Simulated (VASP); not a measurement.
Output of a VASP run:

**OSZICAR**
```
       N       E                     dE             d eps       ncg     rms          rms(c)
DAV:   1     0.754643269177E+02    0.75464E+02   -0.72732E+03   896   0.970E+02
DAV:   2    -0.108855406143E+02   -0.86350E+02   -0.84021E+02   988   0.239E+02
DAV:   3    -0.142845878297E+02   -0.33990E+01   -0.32776E+01  1088   0.439E+01
DAV:   4    -0.143639788403E+02   -0.79391E-01   -0.78839E-01  1060   0.669E+00
DAV:   5    -0.143661892402E+02   -0.22104E-02   -0.22090E-02  1148   0.982E-01    0.102E+01
DAV:   6    -0.139419477367E+02    0.42424E+00   -0.15760E+00   964   0.892E+00    0.481E+00
DAV:   7    -0.139179980457E+02    0.23950E-01   -0.50661E-02  1040   0.191E+00    0.220E+00
DAV:   8    -0.139106656707E+02    0.73324E-02   -0.79818E-03   960   0.664E-01    0.130E-01
DAV:   9    -0.139107274992E+02   -0.61828E-04   -0.28244E-04  1056   0.138E-01    0.759E-02
DAV:  10    -0.139107618943E+02   -0.34395E-04   -0.40007E-05  1044   0.519E-02    0.812E-03
DAV:  11    -0.139107622794E+02   -0.38504E-06   -0.15459E-06   744   0.100E-02
   1 F= -.13910762E+02 E0= -.13912259E+02  d E =-.139108E+02
       N       E                     dE             d eps       ncg     rms          rms(c)
DAV:   1    -0.139129840649E+02   -0.22222E-02   -0.58802E-02   932   0.274E+00    0.317E-01
DAV:   2    -0.139110187092E+02    0.19654E-02   -0.50250E-03   892   0.625E-01    0.991E-02
DAV:   3    -0.139107410956E+02    0.27761E-03   -0.62024E-04  1012   0.198E-01    0.322E-02
DAV:   4    -0.139107123712E+02    0.28724E-04   -0.10953E-04   952   0.777E-02    0.223E-02
DAV:   5    -0.139107147696E+02   -0.23984E-05   -0.67740E-06  1064   0.252E-02    0.750E-03
DAV:   6    -0.139107150328E+02   -0.26318E-06   -0.10991E-06   484   0.782E-03
   2 F= -.13910715E+02 E0= -.13912217E+02  d E =0.472466E-04
       N       E                     dE             d eps       ncg     rms          rms(c)
DAV:   1    -0.139115687599E+02   -0.85399E-03   -0.19081E-02   936   0.156E+00    0.180E-01
DAV:   2    -0.139109344058E+02    0.63435E-03   -0.16235E-03   888   0.354E-01    0.567E-02
DAV:   3    -0.139108432353E+02    0.91170E-04   -0.19974E-04  1024   0.112E-01    0.182E-02
DAV:   4    -0.139108319058E+02    0.11329E-04   -0.35869E-05   932   0.446E-02    0.124E-02
DAV:   5    -0.139108313538E+02    0.55205E-06   -0.19007E-06   668   0.142E-02
   3 F= -.13910831E+02 E0= -.13912330E+02  d E =-.690744E-04
```

File OUTCAR:
```
------------------------ aborting loop because EDIFF is reached ----------------------------------------
  FORCE on cell =-STRESS in cart. coord.  units (eV):
  Direction    XX          YY          ZZ          XY          YZ          ZX
  --------------------------------------------------------------------------------------
  Total        0.0015391      0.0015391      0.0015391      0.0000000     -0.0000000     -0.0000000
  in kB        0.0417281      0.0417281      0.0417281      0.0000000     -0.0000000     -0.0000000
  external PRESSURE =       0.0417281 kB  Pullay stress =       0.0000000 kB
  volume of cell :       59.09
      direct lattice vectors                 reciprocal lattice vectors
     0.000000000  3.091519244  3.091519244    -0.161732779  0.161732779  0.161732779
     3.091519244 -0.000000000  3.091519244     0.161732779 -0.161732779  0.161732779
     3.091519244  3.091519244 -0.000000000     0.161732779  0.161732779 -0.161732779
 POSITION                                       TOTAL-FORCE (eV/Angst)
 -----------------------------------------------------------------------------------
      0.00000      0.00000      0.00000        -0.000000     -0.000000     -0.000000
      1.54576      1.54576      1.54576         0.000000      0.000000      0.000000
 -----------------------------------------------------------------------------------
    total drift:                                0.000000      0.000000      0.000000
  FREE ENERGIE OF THE ION-ELECTRON SYSTEM (eV)
  ---------------------------------------------------
  free  energy   TOTEN  =       -13.9108313538 eV

  energy  without entropy=      -13.9153285805  energy(sigma->0) =      -13.91233043

 reached required accuracy - stopping structural energy minimisation
```
(Selected blocks of OUTCAR.)

POSCAR:
```
TaTe
1
   -0.0000000000     3.0936273557     3.0936273557
    3.0936273557     0.0000000000     3.0936273557
    3.0936273557     3.0936273557    -0.0000000000
Ta Te
1 1
Direct
  0.0000000000   0.0000000000   1.0000000000
  0.2500000000   0.2500000000   0.2500000000
```

**Question.** Write an INCAR and KPOINTS that could have produced this output.

**Answer.** This is not unique; one that fits is the input of the run itself, PBEsol GGA, plane waves, VASP's PBE PAW potentials (set 64).

### INCAR
```
SYSTEM=TaTe
PREC=Accurate; ENCUT=400; LREAL=.False.
LASPH=.True.
EDIFF=1E-6; NELM=100; ALGO=Normal
LMAXMIX=6
ISMEAR=1; SIGMA=0.1
GGA=PS
IBRION=2; NSW=60; ISIF=3
EDIFFG=-0.01
LWAVE=.False.; LCHARG=.False.
```

**KPOINTS**
```
Automatic mesh
0
Gamma
9 9 9
0 0 0
```

POTCAR, in this order: Ta_pv Te (PBE.64 set). Program: vasp_std.

The structure was generated: TaTe was put into the zinc blende type (F-43m), which need not be its known phase. This run relaxes it. Symmetry was kept, so distortions that lower it aren't found. The start is the result of an earlier pass. The electron count is odd and the run is not spin-polarised, which forces a metal.
